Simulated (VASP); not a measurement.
# AlN: band structure with PBE

**Measured values to compare with.**

“Structural and optical properties of self-assembled AlN nanowires grown on SiO2/Si substrates by molecular beam epitaxy”, 2024, arxiv:2402.00216 quotes, for a bulk crystal of AlN at 0 K: band gap 6.0343 eV (an exciton energy, a little under the gap).

AlN:

```xyz
4
Lattice="3.1286 0.0000 0.0000 -1.5643 2.7094 0.0000 0.0000 0.0000 5.0165" Properties=species:S:1:pos:R:3 pbc="T T T"
Al    0.0000    1.8063    5.0127
Al    1.5643    0.9031    2.5045
N     0.0000    1.8063    1.9100
N     1.5643    0.9031    4.4182
```

| Quantity | Value |
| --- | --- |
| Program | VASP 6.6.1 |
| Task | band structure |
| Functional | PBE |
| Potentials or basis | VASP PAW PBE potentials, release 64 (Al, N) |
| Cutoff | 520 eV |
| k mesh | 12 × 12 × 6 |
| Occupations | gaussian, width 0.02 eV |
| Spin | no spin polarisation |
| Further INCAR settings | ALGO = Normal; EDIFF = 1e-07 |

```json
{"Pressure": "0.0 GPa", "Band gap on the k mesh": "4.06 eV, direct", "Band gap along the path": "4.06 eV, direct"}
```

Levels at the corners of the path, in eV from the valence-band top:
| point | band 5 | band 6 | band 7 | band 8 | band 9 | band 10 | band 11 | band 12 |
| --- | --- | --- | --- | --- | --- | --- | --- | --- |
| Γ | -0.84 | -0.20 | -0.20 | 0.00 | 4.06 | 6.52 | 10.47 | 11.04 |
| M | -3.30 | -2.05 | -1.74 | -0.68 | 5.76 | 5.77 | 8.04 | 10.15 |
| M | -3.30 | -2.05 | -1.74 | -0.68 | 5.76 | 5.77 | 8.04 | 10.15 |
| K | -3.76 | -2.41 | -2.35 | -2.35 | 5.05 | 8.28 | 9.56 | 9.56 |
| K | -3.76 | -2.41 | -2.35 | -2.35 | 5.05 | 8.28 | 9.56 | 9.56 |
| Γ | -0.84 | -0.20 | -0.20 | 0.00 | 4.06 | 6.52 | 10.47 | 11.04 |
| Γ | -0.84 | -0.20 | -0.20 | 0.00 | 4.06 | 6.52 | 10.47 | 11.04 |
| A | -0.53 | -0.53 | -0.53 | -0.53 | 6.32 | 6.32 | 10.18 | 10.18 |
| A | -0.53 | -0.53 | -0.53 | -0.53 | 6.32 | 6.32 | 10.18 | 10.18 |
| L | -1.44 | -1.44 | -1.35 | -1.35 | 5.25 | 5.25 | 9.15 | 9.15 |
| L | -1.44 | -1.44 | -1.35 | -1.35 | 5.25 | 5.25 | 9.15 | 9.15 |
| H | -3.79 | -3.79 | -0.79 | -0.79 | 7.36 | 7.36 | 7.72 | 7.72 |
| H | -3.79 | -3.79 | -0.79 | -0.79 | 7.36 | 7.36 | 7.72 | 7.72 |
| A | -0.53 | -0.53 | -0.53 | -0.53 | 6.32 | 6.32 | 10.18 | 10.18 |
| L | -1.44 | -1.44 | -1.35 | -1.35 | 5.25 | 5.25 | 9.15 | 9.15 |
| M | -3.30 | -2.05 | -1.74 | -0.68 | 5.76 | 5.77 | 8.04 | 10.15 |
| K | -3.76 | -2.41 | -2.35 | -2.35 | 5.05 | 8.28 | 9.56 | 9.56 |
| H | -3.79 | -3.79 | -0.79 | -0.79 | 7.36 | 7.36 | 7.72 | 7.72 |

It took 55 s on 1 thread of Intel(R) Xeon(R) Platinum 8488C (Sapphire Rapids), with other jobs on the host, peak memory 0.19 GiB.

Measured gap of AlN: 6.0343 eV (an exciton energy, a little under the gap; 0 K; quoted in “Structural and optical properties of self-assembled AlN nanowires grown on SiO2/Si substrates by molecular beam epitaxy”, 2024, arxiv:2402.00216). This calculation gives 4.06 eV (-1.98 eV). 2 values of this kind are on record (6.034 to 6.0343 eV); this one was drawn at random. The value is that of PBE, without temperature or zero-point motion. Semilocal functionals fall short of measured gaps as a rule.
